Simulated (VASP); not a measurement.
```
SrO
1.0
    0.00000     2.56384     2.56384
    2.56384     0.00000     2.56384
    2.56384     2.56384     0.00000
Sr O
1 1
Direct
  0.00000   0.00000   0.00000
  0.50000   0.50000   0.50000
```

Level of theory: revTPSS meta-GGA, VASP's PBE PAW potentials (set 64) (plane waves; VASP). Settings: 520 eV cut-off, 9×9×9 Γ-centred mesh, Gaussian smearing of 0.050 eV, potentials Sr_sv O.

Q: What does the run give for the energy per atom (σ→0), pressure?

A: 
The energy per atom (σ→0) comes out as -2.000 eV/atom and the pressure is 2.93 GPa.

The absolute energy has meaning only against runs of the same code, potentials and settings.

The compound is SrO in the rock salt structure. This cell is one point of a volume scan, at 0.97 of the reference volume.
